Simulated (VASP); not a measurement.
# NaFeN: hyperfine terms and field gradients

Aim: the hyperfine contact terms and the field gradients at the nuclei of NaFeN, by functional. The start is a computed cell from the Materials Project.

Main program and level: VASP 6.6.1; LDA, DFT+U (Fe d 8 eV), spin-polarised from a ferromagnetic start; plane waves and PAW (Fe, Na_pv, N), in the first sound run; inputs show where later runs differ.

Report form: the programs' logs are mostly left out.

## 1. The starting structure

The structure is hexagonal, space group P6_3mc (No. 186). Conventional cell: a = 2.979 Å, b = 2.979 Å, c = 9.678 Å, α = 90.00°, β = 90.00°, γ = 120.00°. Nearest to Fe lie 3 N at 1.78 Å. Na has 4 N at 2.55 to 2.95 Å and 3 Fe at 2.91 Å and 6 Na at 2.98 Å nearest. Nearest to N lie 3 Fe at 1.78 Å and 4 Na at 2.55 to 2.95 Å. Farther neighbours and most contacts between anions are not listed.

Coordinates:

```
Fe Na N
1.0
     2.97920    0.00000    0.00000
    -1.48960    2.58006    0.00000
     0.00000    0.00000    9.67759
Fe Na N
2 2 2
Direct
  0.00000 0.00000 0.01817
  0.00000 0.00000 0.51817
  0.33333 0.66667 0.26069
  0.66667 0.33333 0.76069
  0.66667 0.33333 0.06578
  0.33333 0.66667 0.56578
```

## 2. Local probes at LDA

Field gradients probe the charge near the nuclei, so LASPH is on and the cutoff is at least 1.4 times the default of the data sets; this run is at LDA. LHYPERFINE adds the spin density at the nuclei, with NGYROMAG = 1 for all, so that values scale to any isotope.

INCAR reads:

```
SYSTEM = NaFeN
PREC = Accurate
ENCUT = 560
EDIFF = 1E-07
NELM = 100
ISMEAR = -1
SIGMA = 0.05
LREAL = .FALSE.
ALGO = Normal
GGA = CA
NBANDS = 33
ISPIN = 2
MAGMOM = 3 3 0 0 0 0
LDAU = .TRUE.
LDAUTYPE = 2
LDAUL = 2 -1 -1
LDAUU = 8 0 0
LDAUJ = 0 0 0
LDAUPRINT = 1
LASPH = .TRUE.
LMAXMIX = 4
LORBIT = 11
LWAVE = .FALSE.
LCHARG = .FALSE.
KPAR = 4
LEFG = .TRUE.
ICORELEVEL = 1
LHYPERFINE = .TRUE.
NGYROMAG = 1 1 1
```

POSCAR reads:

```
NaFeN
1.0
    2.9791986867      0.0000000000      0.0000000000
   -1.4895993434      2.5800617456      0.0000000000
    0.0000000000      0.0000000000      9.6775907600
Fe Na N
2 2 2
Direct
    0.0000000000      0.0000000000      0.0181663700
    0.0000000000      0.0000000000      0.5181663700
    0.3333333333      0.6666666667      0.2606901600
    0.6666666667      0.3333333333      0.7606901600
    0.6666666667      0.3333333333      0.0657834700
    0.3333333333      0.6666666667      0.5657834700
```

KPOINTS reads:

```
Automatic mesh
0
Gamma
9 9 4
0 0 0
```

Potentials, in the order of the species: Fe, Na_pv and N (PBE family, release 64).

Started as:

```
$ mpirun -np 4 vasp_std
```

Elapsed: 2.3 min, on 4 MPI ranks of Intel Xeon 6975P-C (Granite Rapids), shared host; peak memory 1.1 GiB; 9.1 min of CPU time.

The magnetic state follows from one typed start and may not be the lowest. These are scalar-relativistic Kohn-Sham levels of the ground state, with no core hole, so they are not binding energies. The atoms bear forces, and field gradients depend strongly on their positions. The PAW data sets were made with PBE, though LDA sets exist; this is a small mismatch.

Numbers from this step:

- free energy (TOTEN): -29.22 eV
- energy at zero smearing: -29.21 eV
- Fermi energy: 4.770 eV
- pressure: 22.62 GPa
- moment of the cell, from the last line of the log: 7.421 μB

Spin moment in the PAW sphere by atom:

| atom | spin moment in the PAW sphere (μB) |
| --- | --- |
| Fe1 | 3.70 |
| Fe2 | 3.70 |
| Na3 | 0.01 |
| Na4 | 0.01 |
| N5 | 0.07 |
| N6 | 0.07 |

For a gyromagnetic ratio of 1 MHz/T at every nucleus. The program has divided the terms by the spin of the whole cell, so they fall as a cell holds more magnetic ions. A_tot leaves out the core's term, which the program lists beside it. Hyperfine Fermi contact, by row:

| atom | A_tot (MHz) | core term A_1c (MHz) | contact term, their sum (MHz) |
| --- | --- | --- | --- |
| Fe1 | 10.4 | -9.646 | 0.756 |
| Fe2 | 10.4 | -9.646 | 0.756 |
| Na3 | 0.689 | -0.001 | 0.688 |
| Na4 | 0.689 | -0.001 | 0.688 |
| N5 | 1.307 | -0.185 | 1.122 |
| N6 | 1.307 | -0.185 | 1.122 |

The two shallowest core shells; atoms whose shallowest level rounds to another's at 0.01 eV are left out. Core levels, by row:

| atom | shell | level below the Fermi level (eV) |
| --- | --- | --- |
| Fe1 | 3s | 87.66 |
| Fe1 | 3p | 53.77 |
| Na3 | 1s | 1030 |
| Na3 | 2s | 53.17 |
| N5 | 1s | 376.4 |

Ordered as |Vzz| ≥ |Vxx| ≥ |Vyy|, the program's way. Electric field gradients, by row:

| atom | Vxx (V/Å²) | Vyy (V/Å²) | Vzz (V/Å²) | asymmetry |
| --- | --- | --- | --- | --- |
| Fe1 | -41.53 | -41.52 | 83.05 | 0 |
| Fe2 | -41.53 | -41.52 | 83.05 | 0 |
| Na3 | 9.544 | 9.542 | -19.09 | 0 |
| Na4 | 9.544 | 9.542 | -19.09 | 0 |
| N5 | -19.51 | -19.51 | 39.03 | 0 |
| N6 | -19.51 | -19.51 | 39.03 | 0 |

The largest gradient is 83.05 V/Å², at Fe1.

## 3. Local probes at r2SCAN

This step: r2SCAN, DFT+U (Fe d 8 eV), spin-polarised from a ferromagnetic start; plane waves and PAW (Fe, Na_pv, N) (VASP 6.6.1).

Field gradients probe the charge near the nuclei, so LASPH is on and the cutoff is at least 1.4 times the default of the data sets; this run is at r2SCAN. LHYPERFINE adds the spin density at the nuclei, with NGYROMAG = 1 for all, so that values scale to any isotope.

Edit INCAR of step 2 so:

```diff
@@ -9,3 +9,4 @@
 ALGO = Normal
-GGA = CA
+METAGGA = R2SCAN
+LASPH = .TRUE.
 NBANDS = 33
@@ -19,3 +20,2 @@
 LDAUPRINT = 1
-LASPH = .TRUE.
 LMAXMIX = 4
@@ -26,3 +26,2 @@
 LEFG = .TRUE.
-ICORELEVEL = 1
 LHYPERFINE = .TRUE.
```

POSCAR is that of step 2.

KPOINTS is that of step 2.

Started as:

```
$ mpirun -np 4 vasp_std
```

The job ended after 2.6 min (4 MPI ranks; peak memory 1.4 GiB).

The PAW data sets were made with PBE, which is usual practice but a small mismatch for other functionals.

Numbers from this step:

```yaml
free_energy_toten: -45.79 eV
energy_at_zero_smearing: -45.79 eV
fermi_energy: 5.234 eV
pressure: 34.60 GPa
moment_of_the_cell_from_the_last_line_of_the_log: 8 μB
```

Spin moment in the PAW sphere by atom:

| atom | spin moment in the PAW sphere (μB) |
| --- | --- |
| Fe1 | 4.01 |
| Fe2 | 4.01 |
| Na3 | 0.01 |
| Na4 | 0.01 |
| N5 | 0.08 |
| N6 | 0.08 |

For a gyromagnetic ratio of 1 MHz/T at every nucleus. The program has divided the terms by the spin of the whole cell, so they fall as a cell holds more magnetic ions. A_tot leaves out the core's term, which the program lists beside it. Hyperfine Fermi contact, by row:

| atom | A_tot (MHz) | core term A_1c (MHz) | contact term, their sum (MHz) |
| --- | --- | --- | --- |
| Fe1 | 10.94 | -6.988 | 3.954 |
| Fe2 | 10.94 | -6.988 | 3.954 |
| Na3 | 0.548 | -0.008 | 0.54 |
| Na4 | 0.548 | -0.008 | 0.54 |
| N5 | 1.157 | -0.215 | 0.942 |
| N6 | 1.157 | -0.215 | 0.942 |

Ordered as |Vzz| ≥ |Vxx| ≥ |Vyy|, the program's way. Electric field gradients, by row:

| atom | Vxx (V/Å²) | Vyy (V/Å²) | Vzz (V/Å²) | asymmetry |
| --- | --- | --- | --- | --- |
| Fe1 | -46.16 | -46.16 | 92.32 | 0 |
| Fe2 | -46.16 | -46.16 | 92.32 | 0 |
| Na3 | 10.66 | 10.65 | -21.31 | 0 |
| Na4 | 10.66 | 10.65 | -21.31 | 0 |
| N5 | -30 | -30 | 59.99 | 0 |
| N6 | -30 | -30 | 59.99 | 0 |

The largest gradient is 92.32 V/Å², at Fe1.

## 4. Summary

This step: electric field gradients, LDA, r2SCAN; plane waves and PAW (VASP 6.6.1).

No new run; the numbers come from the runs before.

Cost is wall time times ranks on a shared host. EFG, by row:

| functional | Vzz Fe1 (V/Å²) | Vzz Fe2 (V/Å²) | Vzz Na3 (V/Å²) | Vzz Na4 (V/Å²) | Vzz N5 (V/Å²) | Vzz N6 (V/Å²) | cost (core minutes) |
| --- | --- | --- | --- | --- | --- | --- | --- |
| LDA | 83.05 | 83.05 | -19.09 | -19.09 | 39.03 | 39.03 | 9.13 |
| r2SCAN | 92.32 | 92.32 | -21.31 | -21.31 | 59.99 | 59.99 | 10.27 |

## 5. Outcome

| Property | Result |
| --- | --- |
| LDA | largest \|Vzz\| 83.1 V/Å² |
| r2SCAN | largest \|Vzz\| 92.3 V/Å² |

In words: The largest field gradient is that at Fe1, Vzz = 83.1 V/Å² at LDA, with an asymmetry of 0.00. On that site the functionals span 83.1 to 92.3 V/Å², at costs of 9.1 to 10 core minutes. The Hubbard term of the inputs acts at every level. The largest contact term, with the core's share, for a gyromagnetic ratio of 1 MHz/T and divided by the spin of the whole cell: 1.12 MHz on N5 at LDA and 3.95 MHz on Fe1 at r2SCAN. At magnetic ions the core's share is large and depends on the functional. The values belong to the ordered state computed here. For isotopes with a quadrupole moment, the coupling follows from Vzz times that moment. Kohn-Sham core levels are too shallow against measured binding energies; only differences between inequivalent sites of one element, where there are any, carry meaning. The given cell is kept, although it stands at +22.6 GPa at LDA and ENCUT = 560 eV, which holds the mismatch of the given cell with this functional, any error of the entry itself and any basis-set error. The atoms weren't relaxed and carry forces of up to 0.92 eV/Å at LDA, so the numbers belong to the given coordinates, and a relaxation would change them. So large a force or stress means that the given cell is far from the equilibrium of this level, whether by faulty coordinates, another magnetic state or phase, or the functional; the values can't be taken for those of the compound at rest. All of it rests on one ferromagnetic start, which may not be the order of the real compound, and on the typed U. Not tabulated here, as repeats of values shown or as unfit to read for their mesh, reference level or band range: hyperfine terms (local probes).

[Lines on the potential files, build, host, timing and source positions are cut from VASP's logs without a mark.]

[Logs are printed without paths, hosts, clocks, repeated set-up lines and the standing remarks that a program may print on its own settings, such as how far it seeks lower states.]

[Hosts, paths, dates, database ids (printed as entryN), source tags and the programs' standing remarks are cut or masked in the printed files.]
